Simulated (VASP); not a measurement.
An input for Quantum ESPRESSO's pw.x (written as the equivalent of a VASP run, and not itself run):

```
&CONTROL
  calculation = 'vc-relax'
  pseudo_dir = './pseudo'
  outdir = './out'
  tprnfor = .true.
  tstress = .true.
  nstep = 40
  forc_conv_thr = 0.00039
/
&SYSTEM
  ibrav = 0
  nat = 3
  ntyp = 2
  ecutwfc = 98
  occupations = 'smearing'
  smearing = 'methfessel-paxton'
  degauss = 0.00735
  input_dft = 'pbe'
/
&ELECTRONS
  conv_thr = 7.3e-09
  electron_maxstep = 100
/
&IONS
/
&CELL
  press = 100
/
ATOMIC_SPECIES
  Si 28.085 Si.upf
  Ni 58.693 Ni.upf
CELL_PARAMETERS angstrom
     0.0000000    2.7255744    2.7255744
     2.7255744    0.0000000    2.7255744
     2.7255744    2.7255744    0.0000000
ATOMIC_POSITIONS crystal
  Si   0.2500000  0.2500000  0.2500000
  Si   0.7500000  0.7500000  0.7500000
  Ni   0.0000000  0.0000000  0.0000000
K_POINTS automatic
  10 10 10 0 0 0
```

**Question.** Write the VASP files for the same calculation (PBE).

**Answer.** Several could match; the one computed here: 
INCAR:
```
SYSTEM = NiSi2
PREC = Accurate; ENCUT = 480; LREAL = .FALSE.
LASPH = .TRUE.
EDIFF = 1E-7; NELM = 100; ALGO = Normal
LMAXMIX = 4
ISMEAR = 1; SIGMA = 0.1
GGA = PE
IBRION = 2; NSW = 40; ISIF = 3
EDIFFG = -0.01; PSTRESS = 100
LWAVE = .FALSE.; LCHARG = .FALSE.
```

### POSCAR
```
NiSi2
1
    0.0000000000     2.7255743733     2.7255743733
    2.7255743733     0.0000000000     2.7255743733
    2.7255743733     2.7255743733     0.0000000000
Si Ni
2 1
Direct
  0.2500000000   0.2500000000   0.2500000000
  0.7500000000   0.7500000000   0.7500000000
  0.0000000000   0.0000000000   0.0000000000
```

### KPOINTS
```
Automatic mesh
0
Gamma
10 10 10
0 0 0
```

POTCAR, in this order: Si Ni (PBE.64 set). Program: vasp_std.

What does not carry over: the potentials are each code's own (VASP's PAW set, PseudoDojo norm-conserving files in pw.x), so ENCUT and ecutwfc are chosen apart and not converted; conv_thr bounds pw.x's estimated SCF error, while EDIFF bounds the energy change between steps; forc_conv_thr acts on force components and is met together with etot_conv_thr.

The compound is NiSi2 in the fluorite structure. This run relaxes it under an external pressure of 10 GPa. Symmetry was kept, so distortions that lower it aren't found.
